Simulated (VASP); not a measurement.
Input:

```yaml
crystal:
  lattice:
    - [1.86187, -3.22486, 0.00000]
    - [1.86187, 3.22486, 0.00000]
    - [0.00000, 0.00000, 11.89488]
  atoms:
    - { symbol: La, position: [0.00000, 0.00000, 0.50000] }
    - { symbol: La, position: [0.00000, 0.00000, 0.00000] }
    - { symbol: La, position: [0.33333, 0.66667, 0.25000] }
    - { symbol: La, position: [0.66667, 0.33333, 0.75000] }
```

The numbers are results of MS2 meta-GGA, VASP's PBE PAW potentials (set 64) (plane waves; VASP 6.6.1), not measurements. Run with 520 eV cut-off, 11×11×3 Γ-centred mesh, tetrahedra with Blöchl corrections, potentials La.

The cores are frozen, which limits the accuracy of field gradients.

Question: Give the principal components of the electric field gradient (V/Å²) and the asymmetry η at each nucleus.

Answer: 
| atom | Vxx | Vyy | Vzz | η |
|---|---|---|---|---|
| La1 | -15.2 | -15.2 | 30.4 | 0.00 |
| La2 | -15.2 | -15.2 | 30.4 | 0.00 |
| La3 | -19.6 | -19.6 | 39.2 | 0.00 |
| La4 | -19.6 | -19.6 | 39.2 | 0.00 |

The compound is La in the dhcp structure. It was relaxed first.
